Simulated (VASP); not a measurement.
Set up this calculation in VASP 6.6.1, as the native input.

* Task: single point
* Functional: PBE
* Potentials or basis: VASP PAW PBE potentials, release 64 (Si, Cl, H)
* Cutoff: 520 eV
* k mesh: 1 × 1 × 1
* Occupations: gaussian, width 0.01 eV
* Spin: no spin polarisation
* Further INCAR settings: ALGO = Normal; EDIFF = 1e-07; NBANDS = 15

The structure of SiClH3 lies in POSCAR:

```
SiH3Cl
1.0
   12.0000000000      0.0000000000      0.0000000000
    0.0000000000     12.0000000000      0.0000000000
    0.0000000000      0.0000000000     12.0000000000
Si Cl H
1 1 3
Direct
    0.4547750000      0.4653958300      0.5100833300
    0.6173000000      0.4210541700      0.5401500000
    0.3848666700      0.4231541700      0.6025833300
    0.4195500000      0.4150375000      0.4030833300
    0.4482083300      0.5884625000      0.5039333300
```

These files were run (other wordings do the same):

INCAR

```
SYSTEM = SiH3Cl
PREC = Accurate ; ENCUT = 520
EDIFF = 1E-7 ; ISMEAR = 0
SIGMA = 0.01 ; LREAL = .False.
LASPH = .True. ; NELM = 60
ALGO = Normal ; ISIF = 2
LWAVE = .False. ; LCHARG = .True.
GGA = PE ; LELF = .True.
LVHAR = .True. ; LVACPOTAV = .True.
NBANDS = 15
```

KPOINTS

```
Automatic mesh
0
Gamma
  1 1 1
  0 0 0
```

Potentials or basis: VASP PAW PBE potentials, release 64 (Si, Cl, H).

Command:

```bash
$ cat potpaw_PBE.64/Si/POTCAR potpaw_PBE.64/Cl/POTCAR potpaw_PBE.64/H/POTCAR > POTCAR
$ mpirun -np 1 vasp_gam > vasp.out
```

It gave:

```yaml
Largest_force: 0.204 eV/Å
Gap_between_the_frontier_levels: 6.51 eV
```

Wall time 2.1 min on 1 thread of AMD EPYC 7R13 Processor (Zen 3) (shared host), peak memory 1.1 GiB.
